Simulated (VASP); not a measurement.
Crystal: BiS.

```xyz
2
Lattice="2.1093 1.2178 3.5005 -2.1093 1.2178 3.5005 0.0000 -2.4356 3.5005" Properties=species:S:1:pos:R:3 pbc="T T T"
Bi    0.0000    0.0000    0.0000
S     0.0000    0.0000    5.2507
```

The cell was built by a generator and needn't be a form met in nature.

| Property | Result |
| --- | --- |
| Program | VASP 6.6.1 |
| Task | relaxation of the volume alone |
| Functional | PBE |
| Potentials or basis | VASP PAW PBE potentials, release 64 (Bi_d, S) |
| Cutoff | 900 eV |
| Occupations | fermi-dirac, width 0.05 eV |
| Spin | no spin polarisation |

At the start: pressure -1.3 GPa; volume 26.97 Å³/atom.

Question: Where does the relaxation end?

Answer: Over 3 steps the energy falls by 2.6 meV/atom and the volume is 26.37 Å³/atom (-2.3 %); space group R-3m (No. 166, to 0.05 Å).

Step by step:
| step | energy change (eV) | largest force (eV/Å) | pressure (GPa) | volume (Å³) |
| --- | --- | --- | --- | --- |
| 1 | 0.0000 | 0.0000 | -1.34 | 53.95 |
| 2 | -0.0042 | 0.0000 | 0.61 | 52.21 |
| 3 | -0.0052 | 0.0000 | -0.01 | 52.73 |

Final structure:
```
Bi S
1.0
     2.09327    1.20855    3.47394
    -2.09327    1.20855    3.47394
     0.00000   -2.41711    3.47394
Bi S
1 1
Direct
  0.00000 0.00000 0.00000
  0.50000 0.50000 0.50000
```
